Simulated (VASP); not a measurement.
Input for VASP

### INCAR
```
SYSTEM = CdTe
PREC = Accurate; ENCUT = 400; LREAL = .False.
LASPH = .True.
EDIFF = 1E-6; NELM = 100; ALGO = Normal
LMAXMIX = 4
ISMEAR = 1; SIGMA = 0.1
GGA = PS
IBRION = 2; NSW = 60; ISIF = 3
EDIFFG = -0.01
LWAVE = .False.; LCHARG = .False.
```

**KPOINTS**
```
Automatic mesh
0
Gamma
10 10 10
0 0 0
```

File POSCAR:
```
CdTe
1
    0.0000000000     2.9990125039     2.9990125039
    2.9990125039     0.0000000000     2.9990125039
    2.9990125039     2.9990125039     0.0000000000
Cd Te
1 1
Direct
  0.0000000000   0.0000000000   0.0000000000
  0.5000000000   0.5000000000   0.5000000000
```

POTCAR, in this order: Cd Te (PBE.64 set). Program: vasp_std.

Task: Translate this PBEsol calculation to Ansatz.

Result: One equivalent input (not run):
Ansatz 0.2 input:
```yaml
crystal:
  lattice:
    - [0.0000000, 2.9990125, 2.9990125]
    - [2.9990125, 0.0000000, 2.9990125]
    - [2.9990125, 2.9990125, 0.0000000]
  atoms:
    - { symbol: Cd, position: [0.0000000, 0.0000000, 0.0000000] }
    - { symbol: Te, position: [0.5000000, 0.5000000, 0.5000000] }
kpoints:
  mp_grid: { grid: [10, 10, 10] }
hamiltonian:
  xc: pbesol
  pseudopotentials: { kind: paw }
scf:
  occupations: { method: methfessel_paxton, width: 0.1 }
  max_iter: 100
relax:
  max_steps: 60
  f_tol: 0.01
  cell: {}
output: { forces: true, stress: true, eigenvalues: true }
```
The two are equivalent in intent, not identical: each code has its own PAW files, so the cut-off isn't converted (ENCUT is set for VASP's; basis.ecutwfc is left out, and Ansatz then takes the one that its files recommend); Ansatz stops its SCF on the density residual and VASP on the energy change (EDIFF).

The structure was generated: CdTe was put into the rock salt type (Fm-3m), which need not be its known phase. This run relaxes it. Symmetry was kept, so distortions that lower it aren't found. The start is the result of an earlier pass.
